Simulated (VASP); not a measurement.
```
CELL_PARAMETERS angstrom
      0.00000     3.54819     3.54819
      3.54819     0.00000     3.54819
      3.54819     3.54819     0.00000
ATOMIC_POSITIONS crystal
  K  0.00000 0.00000 0.00000
  I  0.52114 0.47886 0.47886
```

Method: r2SCAN meta-GGA, VASP's PBE PAW potentials (set 64) (plane waves; VASP). Numerical set-up: 480 eV cut-off, 6×6×6 Γ-centred mesh, Gaussian smearing of 0.050 eV, potentials K_sv I.

Unless said otherwise, spin-orbit coupling is left out, though it shifts the bands of the heavy elements here.

Problem. What does the run give for the energy per atom (σ→0), largest force, band gap (on the k-mesh) with the smallest direct gap where there is one?

Solution. 
```yaml
band gap (on the k-mesh): 4.58 eV
smallest direct gap (on the k-mesh): 4.58 eV
energy per atom (σ→0): -16.985 eV/atom
largest_force: 0.178 eV/Å
```

Total energies compare only between runs with the same potentials, cut-off and functional.

The compound is KI in the rock salt structure. This cell was strained or had an atom moved on purpose.
